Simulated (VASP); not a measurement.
# La4AgSb8Au3 (P-42m) in VASP: a series of runs

Runs on La4AgSb8Au3. Level: LDA. Tasks: relaxation of cell and atoms.

All numbers are computed with VASP 6.6.1; they aren't measurements. Logs are shortened: lines on timing, memory, paths and dates and some standing lists are left out, and cuts for length are marked.

## 1. Starting point

Symmetry: P-42m, No. 111, tetragonal system. Conventional cell: a = 6.159 Å, b = 6.159 Å, c = 10.945 Å, α = 90.00°, β = 90.00°, γ = 90.00°. La (site symmetry m) is surrounded by 8 Sb at 3.25 to 3.39 Å and 3 Au at 3.61 Å and 1 Ag at 3.61 Å. Au (site symmetry 222) is surrounded by 4 Sb at 2.84 Å and 2 Au at 3.08 Å and 2 Ag at 3.08 Å. Around Au (site symmetry -42m) lie 4 Sb at 2.84 Å and 4 Au at 3.08 Å. Around Ag (site symmetry -42m) lie 4 Sb at 2.84 Å and 4 Au at 3.08 Å. Sb (site symmetry m) is surrounded by 3 Au at 2.84 Å and 1 Ag at 2.84 Å and 4 La at 3.25 Å. Sb (site symmetry 222) has 4 Sb at 3.08 Å and 4 La at 3.39 Å as nearest neighbours. Sb (site symmetry -42m) is surrounded by 4 Sb at 3.08 Å and 4 La at 3.39 Å. Around Sb (site symmetry -42m) lie 4 Sb at 3.08 Å and 4 La at 3.39 Å.

The cell was built by a generator and needn't be a form met in nature.

## 2. Relaxation of cell and atoms, LDA

Input file INCAR:

```
SYSTEM = La4AgSb8Au3
PREC = Accurate
ENCUT = 600
EDIFF = 1E-6
ISMEAR = 1
SIGMA = 0.1
LREAL = .FALSE.
LASPH = .TRUE.
NELM = 80
ALGO = Normal
ISIF = 3
LWAVE = .FALSE.
LCHARG = .FALSE.
GGA = CA
IBRION = 2
NSW = 90
EDIFFG = -0.01
KPAR = 4
```

Input file KPOINTS:

```
regular mesh
0
G
  6 6 4
  0 0 0
```

Input file POSCAR:

```
La4AgSb8Au3
1.0
    4.3549982800     -4.3549982800      0.0000000000
    4.3549982800      4.3549982800      0.0000000000
    0.0000000000      0.0000000000     10.9450209400
La Au Ag Sb
4 3 1 8
Direct
    0.7500000000      0.2500000000      0.2629930000
    0.2500000000      0.7500000000      0.2629930000
    0.2500000000      0.2500000000      0.7370070000
    0.7500000000      0.7500000000      0.7370070000
    0.0000000000      0.0000000000      0.0000000000
    0.5000000000      0.5000000000      0.0000000000
    0.0000000000      0.5000000000      0.0000000000
    0.5000000000      0.0000000000      0.0000000000
    0.7500000000      0.2500000000      0.8333123600
    0.2500000000      0.7500000000      0.8333123600
    0.2500000000      0.2500000000      0.1666876400
    0.7500000000      0.7500000000      0.1666876400
    0.0000000000      0.0000000000      0.5000000000
    0.5000000000      0.5000000000      0.5000000000
    0.0000000000      0.5000000000      0.5000000000
    0.5000000000      0.0000000000      0.5000000000
```

Potentials or basis: VASP PAW LDA potentials, release 64 (La, Au, Ag, Sb).

Launch:

```bash
$ cat potpaw_LDA.64/La/POTCAR potpaw_LDA.64/Au/POTCAR potpaw_LDA.64/Ag/POTCAR potpaw_LDA.64/Sb/POTCAR > POTCAR
$ mpirun -np 4 vasp_std > vasp.out
```

OUTCAR:

```text
SYSTEM = La4AgSb8Au3
   PREC = Accurate
   ENCUT = 600
   EDIFF = 1E-6
   ISMEAR = 1
   LREAL = .FALSE.
   LASPH = .TRUE.
   NELM = 80
   ISIF = 3
   GGA = CA
   IBRION = 2
   NSW = 90
   EDIFFG = -0.01

 ion  position               nearest neighbor table
   1  0.750  0.250  0.263-  11 3.25  12 3.25  12 3.25  11 3.25  15 3.39  16 3.39  13 3.39  14 3.39
                             5 3.61   6 3.61   7 3.61   8 3.61
   2  0.250  0.750  0.263-  11 3.25  12 3.25  11 3.25  12 3.25  15 3.39  16 3.39  13 3.39  14 3.39
                             5 3.61   6 3.61   7 3.61   8 3.61
   3  0.250  0.250  0.737-   9 3.25  10 3.25  10 3.25   9 3.25  15 3.39  16 3.39  13 3.39  14 3.39
                             5 3.61   6 3.61   7 3.61   8 3.61
   4  0.750  0.750  0.737-   9 3.25  10 3.25   9 3.25  10 3.25  15 3.39  16 3.39  13 3.39  14 3.39
                             5 3.61   6 3.61   7 3.61   8 3.61
   5  0.000  0.000  0.000-   9 2.84  10 2.84  11 2.84  12 2.84   7 3.08   8 3.08   7 3.08   8 3.08
                             1 3.61   2 3.61   3 3.61   4 3.61
   6  0.500  0.500  0.000-   9 2.84  10 2.84  11 2.84  12 2.84   7 3.08   8 3.08   8 3.08   7 3.08
                             1 3.61   2 3.61   3 3.61   4 3.61
   7  0.000  0.500  0.000-   9 2.84  10 2.84  11 2.84  12 2.84   5 3.08   6 3.08   5 3.08   6 3.08
                             1 3.61   2 3.61   3 3.61   4 3.61
   8  0.500  0.000  0.000-   9 2.84  10 2.84  11 2.84  12 2.84   5 3.08   6 3.08   6 3.08   5 3.08
                             1 3.61   2 3.61   3 3.61   4 3.61
   9  0.750  0.250  0.833-   5 2.84   6 2.84   7 2.84   8 2.84   3 3.25   4 3.25   4 3.25   3 3.25
[... 11 lines left out ...]
  15  0.000  0.500  0.500-  13 3.08  14 3.08  13 3.08  14 3.08   1 3.39   2 3.39   3 3.39   4 3.39

  16  0.500  0.000  0.500-  13 3.08  14 3.08  14 3.08  13 3.08   1 3.39   2 3.39   3 3.39   4 3.39

  LATTYP: Found a simple tetragonal cell.
 ALAT       =     6.1588976317
 C/A-ratio  =     1.7771071374

  Lattice vectors:

 A1 = (   4.3549982800,  -4.3549982800,   0.0000000000)
 A2 = (   4.3549982800,   4.3549982800,   0.0000000000)
 A3 = (   0.0000000000,   0.0000000000,  10.9450209400)

Analysis of symmetry for initial positions (statically):
=====================================================================
 Subroutine PRICEL returns:
 Original cell was already a primitive cell.

 Routine SETGRP: Setting up the symmetry group for a
 simple tetragonal supercell.

 Subroutine GETGRP returns: Found  8 space group operations
 (whereof  4 operations were pure point group operations)
 out of a pool of 16 trial point group operations.

The static configuration has the point symmetry D_2 .
 The point group associated with its full space group is D_2d.

Analysis of symmetry for dynamics (positions and initial velocities):
=====================================================================
 Subroutine PRICEL returns:
 Original cell was already a primitive cell.

[... 168 lines left out ...]
 non-spin polarized calculation
 Methfessel and Paxton  Order N= 1 SIGMA  =   0.10
  energy-cutoff  :      600.00
  volume of cell :      415.17
 maximum number of plane-waves:     13932
 NGX is ok and might be reduce to    50
   NGX = 25   NGY = 25   NGZ = 43

--------------------------------------- Ionic step        1  -------------------------------------------

 number of electron     127.9999994 magnetization

 Free energy of the ion-electron system (eV)
  ---------------------------------------------------
  ext. energy  EPLUGINS =         0.00000000
  ---------------------------------------------------
  free energy    TOTEN  =       -90.56532606 eV

  energy without entropy =      -90.56385821  energy(sigma->0) =      -90.56483678

------------------------ aborting loop because EDIFF is reached ----------------------------------------

  FORCE on cell =-STRESS in cart. coord.  units (eV):
  Direction    XX          YY          ZZ          XY          YZ          ZX
  --------------------------------------------------------------------------------------
  -------------------------------------------------------------------------------------
  Total       -5.9874739     -5.9874739    -11.1740160     -0.0000000      0.0000000      0.0000000
  in kB      -23.1063659    -23.1063659    -43.1218420     -0.0000000      0.0000000      0.0000000
  external PRESSURE =     -29.7781913 kB  Pullay stress =       0.0000000 kB
[... 131 lines left out ...]
  FREE ENERGIE OF THE ION-ELECTRON SYSTEM (eV)
  ---------------------------------------------------
  free  energy   TOTEN  =       -90.7592758590 eV

  energy  without entropy=      -90.7581071495  energy(sigma->0) =      -90.75888629

[... ionic steps 4 to 8 ...]

--------------------------------------- Ionic step        9  -------------------------------------------

 number of electron     127.9999998 magnetization

------------------------ aborting loop because EDIFF is reached ----------------------------------------
[... 95 lines left out ...]
--------------------------------------- Ionic step       11  -------------------------------------------

 number of electron     127.9999998 magnetization

 Free energy of the ion-electron system (eV)
  ---------------------------------------------------
  ext. energy  EPLUGINS =         0.00000000
  ---------------------------------------------------
  free energy    TOTEN  =       -90.91425274 eV

  energy without entropy =      -90.91178985  energy(sigma->0) =      -90.91343178

 E-fermi :   8.9368     XC(G=0): -10.9020

 val. band max:        8.9367534238   @ k =   0.1667   0.1667   0.2500
 cond. band min:       8.9491552575   @ k =   0.5000   0.3333   0.2500
 fundamental gap:      0.0124018337
 Fermi energy:         8.9367739690

 k-point     1 :       0.0000    0.0000    0.0000
  band No.  band energies     occupation
      1     -23.3037      2.00000
      2     -23.3022      2.00000
      3     -23.2757      2.00000
      4     -23.2757      2.00000
      5      -7.3649      2.00000
      6      -7.3511      2.00000
[... 1885 lines left out ...]
     75      10.9457      0.00000
     76      10.9512      0.00000

 [... further k-points ...]

------------------------ aborting loop because EDIFF is reached ----------------------------------------

  FORCE on cell =-STRESS in cart. coord.  units (eV):
  Direction    XX          YY          ZZ          XY          YZ          ZX
  --------------------------------------------------------------------------------------
  -------------------------------------------------------------------------------------
  Total       -0.0073117     -0.0073117     -0.0723584      0.0000000      0.0000000      0.0000000
  in kB       -0.0295256     -0.0295256     -0.2921917      0.0000000      0.0000000      0.0000000
  external PRESSURE =      -0.1170810 kB  Pullay stress =       0.0000000 kB
[... 31 lines left out ...]
  FREE ENERGIE OF THE ION-ELECTRON SYSTEM (eV)
  ---------------------------------------------------
  free  energy   TOTEN  =       -90.9142527374 eV

  energy  without entropy=      -90.9117898532  energy(sigma->0) =      -90.91343178

 reached required accuracy - stopping structural energy minimisation
```

CONTCAR:

```text
La4AgSb8Au3
   1.00000000000000
     4.3664850038015750   -4.3664850038015750    0.0000000000000000
     4.3664850038015750    4.3664850038015750    0.0000000000000000
     0.0000000000000000    0.0000000000000000   10.4048917373316936
  La              Au              Ag              Sb
     4     3     1     8
Direct
     0.7513056589495225    0.2513056589495225    0.2538806942224833
     0.2486943410504776    0.7486943410504775    0.2538806942224833
     0.2486943410504776    0.2513056589495225    0.7461193057775165
     0.7513056589495225    0.7486943410504775    0.7461193057775165
     0.0000000000000000    0.0000000000000000    0.0000000000000000
     0.5000000000000000    0.5000000000000000    0.0000000000000000
[... 8 lines left out ...]
     0.0000000000000000    0.5000000000000000    0.5000000000000000
     0.5000000000000000    0.0000000000000000    0.5000000000000000

  0.00000000E+00  0.00000000E+00  0.00000000E+00
  0.00000000E+00  0.00000000E+00  0.00000000E+00
  0.00000000E+00  0.00000000E+00  0.00000000E+00
  0.00000000E+00  0.00000000E+00  0.00000000E+00
  0.00000000E+00  0.00000000E+00  0.00000000E+00
  0.00000000E+00  0.00000000E+00  0.00000000E+00
[... 8 lines left out ...]
  0.00000000E+00  0.00000000E+00  0.00000000E+00
  0.00000000E+00  0.00000000E+00  0.00000000E+00
```

Wall time 63 min (4 MPI ranks of Intel Xeon Platinum 8375C at 2.90GHz (Ice Lake), shared host); peak memory 1.2 GiB.

What came out:

```
Free energy                            : -90.9143 eV
Relaxed volume                         : 24.80 Å³/atom
Relaxed cell                           : a = 6.175 Å, b = 6.175 Å, c = 10.405 Å, α = 90.00°, β = 90.00°, γ = 90.00°
Space group after relaxing (to 0.05 Å) : P-42m (No. 111)
Energy gained by relaxing              : 21.8 meV/atom
Ionic steps                            : 11
Pressure after relaxing                : 0.0 GPa
Largest force after relaxing           : 0.008 eV/Å
Band gap on the k mesh                 : none (metal or under the smearing width)
```

Forces in eV/Å, atoms in the order of the input:
```
La   0.005  0.000 -0.001
La  -0.005  0.000 -0.001
La   0.000  0.005  0.001
La   0.000 -0.005  0.001
Au   0.000  0.000  0.000
Au   0.000  0.000  0.000
Au   0.000  0.000  0.000
Ag   0.000  0.000  0.000
Sb  -0.005  0.000 -0.006
Sb   0.005  0.000 -0.006
Sb   0.000 -0.005  0.006
Sb   0.000  0.005  0.006
Sb   0.000  0.000  0.000
Sb   0.000  0.000  0.000
Sb   0.000  0.000  0.000
Sb   0.000  0.000  0.000
```

The path:
```tsv
step	energy change (eV)	largest force (eV/Å)	pressure (GPa)	volume (Å³)
1	0.0000	0.3739	-2.98	415.17
2	-0.1059	0.4222	3.08	386.82
3	-0.1939	0.3607	0.42	397.81
4	-0.2673	0.3198	0.29	397.47
5	-0.3248	0.2254	0.14	396.56
6	-0.3442	0.0894	-0.28	398.11
7	-0.3457	0.0418	-0.42	398.68
8	-0.3432	0.0599	0.58	394.21
9	-0.3489	0.0135	0.01	396.75
10	-0.3489	0.0133	0.00	396.79
11	-0.3489	0.0082	-0.01	396.76
```

Final structure:
```
La Au Ag Sb
1.0
     4.36648   -4.36648    0.00000
     4.36648    4.36648    0.00000
     0.00000    0.00000   10.40489
La Au Ag Sb
4 3 1 8
Direct
  0.75131 0.25131 0.25388
  0.24869 0.74869 0.25388
  0.24869 0.25131 0.74612
  0.75131 0.74869 0.74612
  0.00000 0.00000 0.00000
  0.50000 0.50000 0.00000
  0.00000 0.50000 0.00000
  0.50000 0.00000 0.00000
  0.74965 0.24965 0.82893
  0.25035 0.75035 0.82893
  0.25035 0.24965 0.17107
  0.74965 0.75035 0.17107
  0.00000 0.00000 0.50000
  0.50000 0.50000 0.50000
  0.00000 0.50000 0.50000
  0.50000 0.00000 0.50000
```

Spin-orbit coupling is left out, which matters for the levels of Au, La, Sb.

## 3. Relaxation of cell and atoms, LDA

This run uses another cell than the first one, of 24.80 Å³/atom, 0.956 times its volume.

INCAR, as its differences from that of step 2:

```diff
@@ -3,3 +3,3 @@
 ENCUT = 600
-EDIFF = 1E-6
+EDIFF = 1E-7
 ISMEAR = 1
@@ -16,3 +16,3 @@
 NSW = 90
-EDIFFG = -0.01
+EDIFFG = -0.005
 KPAR = 4
```

KPOINTS is that of step 2.

Input file POSCAR:

```
La4AgSb8Au3                             
1.0
    4.3664850038     -4.3664850038      0.0000000000
    4.3664850038      4.3664850038      0.0000000000
    0.0000000000      0.0000000000     10.4048917373
  La              Au              Ag              Sb            
     4     3     1     8
Direct
     0.7513056589495225    0.2513056589495225    0.2538806942224833
     0.2486943410504776    0.7486943410504775    0.2538806942224833
     0.2486943410504776    0.2513056589495225    0.7461193057775165
     0.7513056589495225    0.7486943410504775    0.7461193057775165
     0.0000000000000000    0.0000000000000000    0.0000000000000000
     0.5000000000000000    0.5000000000000000    0.0000000000000000
     0.0000000000000000    0.5000000000000000    0.0000000000000000
     0.5000000000000000    0.0000000000000000    0.0000000000000000
     0.7496499534446506    0.2496499534446507    0.8289283846083144
     0.2503500465553492    0.7503500465553494    0.8289283846083144
     0.2503500465553492    0.2496499534446507    0.1710716153916857
     0.7496499534446506    0.7503500465553494    0.1710716153916857
     0.0000000000000000    0.0000000000000000    0.5000000000000000
     0.5000000000000000    0.5000000000000000    0.5000000000000000
     0.0000000000000000    0.5000000000000000    0.5000000000000000
     0.5000000000000000    0.0000000000000000    0.5000000000000000
```

Potentials or basis: VASP PAW LDA potentials, release 64 (La, Au, Ag, Sb).

Launch:

```bash
$ cat potpaw_LDA.64/La/POTCAR potpaw_LDA.64/Au/POTCAR potpaw_LDA.64/Ag/POTCAR potpaw_LDA.64/Sb/POTCAR > POTCAR
$ mpirun -np 4 vasp_std > vasp.out
```

It took 25 min on 4 MPI ranks of Intel Xeon Platinum 8375C at 2.90GHz (Ice Lake), shared host; peak memory 1.1 GiB.

Results (log left out):

```yaml
Free_energy: -90.9133 eV
Relaxed_volume: 24.79 Å³/atom
Relaxed_cell: a = 6.176 Å, b = 6.176 Å, c = 10.399 Å, α = 90.00°, β = 90.00°, γ = 90.00°
Space_group_after_relaxing_to_0.05_Å: P-42m (No. 111)
Energy_gained_by_relaxing: 0.0 meV/atom
Ionic_steps: 5
Pressure_after_relaxing: 0.0 GPa
Largest_force_after_relaxing: 0.004 eV/Å
Band_gap_on_the_k_mesh: none (metal or under the smearing width)
```

Forces on the atoms (eV/Å):
```
La   0.002  0.000 -0.002
La  -0.002  0.000 -0.002
La   0.000  0.002  0.002
La   0.000 -0.002  0.002
Au   0.000  0.000  0.000
Au   0.000  0.000  0.000
Au   0.000  0.000  0.000
Ag   0.000  0.000  0.000
Sb  -0.001  0.000 -0.004
Sb   0.001  0.000 -0.004
Sb   0.000 -0.001  0.004
Sb   0.000  0.001  0.004
Sb   0.000  0.000  0.000
Sb   0.000  0.000  0.000
Sb   0.000  0.000  0.000
Sb   0.000  0.000  0.000
```

The path:
| step | energy change (eV) | largest force (eV/Å) | pressure (GPa) | volume (Å³) |
| --- | --- | --- | --- | --- |
| 1 | 0.0000 | 0.0083 | -0.01 | 396.76 |
| 2 | 0.0000 | 0.0077 | 0.01 | 396.64 |
| 3 | 0.0000 | 0.0075 | 0.03 | 396.56 |
| 4 | 0.0000 | 0.0057 | 0.02 | 396.58 |
| 5 | -0.0001 | 0.0036 | 0.01 | 396.60 |

Final structure:
```xyz
16
Lattice="4.3668 -4.3668 0.0000 4.3668 4.3668 0.0000 0.0000 0.0000 10.3992" Properties=species:S:1:pos:R:3 pbc="T T T"
La    4.3789   -2.1834    2.6400
La    4.3547    2.1834    2.6400
La    2.1834    0.0121    7.7592
La    6.5502   -0.0121    7.7592
Au    0.0000    0.0000    0.0000
Au    4.3668    0.0000    0.0000
Au    2.1834    2.1834    0.0000
Ag    2.1834   -2.1834    0.0000
Sb    4.3629   -2.1834    8.6190
Sb    4.3706    2.1834    8.6190
Sb    2.1834   -0.0038    1.7801
Sb    6.5502    0.0038    1.7801
Sb    0.0000    0.0000    5.1996
Sb    4.3668    0.0000    5.1996
Sb    2.1834    2.1834    5.1996
Sb    2.1834   -2.1834    5.1996
```

Levels at points of the mesh, in eV from the Fermi level:
```csv
k point,band 60,band 61,band 62,band 63,band 64,band 65,band 66,band 67,band 68,band 69
"(0.00, 0.00, 0.00)",-1.55,-1.32,-0.65,0.14,0.51,0.51,1.35,1.68,1.71,1.80
"(0.50, 0.00, 0.00)",-0.92,-0.80,-0.75,-0.37,-0.29,0.57,0.58,1.42,1.46,1.72
"(0.50, 0.50, 0.00)",-1.32,-0.78,-0.74,-0.74,-0.73,-0.35,-0.35,-0.34,-0.33,2.00
"(0.00, 0.00, 0.50)",-1.62,-1.14,-1.05,-0.06,0.57,0.57,1.04,1.76,1.79,1.83
"(0.50, 0.00, 0.50)",-1.28,-1.23,-1.21,-0.65,-0.56,0.71,0.72,1.64,1.65,1.71
"(0.50, 0.50, 0.50)",-0.68,-0.54,-0.54,-0.54,-0.48,0.18,0.18,0.19,0.20,1.44
```

The run has no spin-orbit coupling, so splittings on Au, La, Sb are missing.
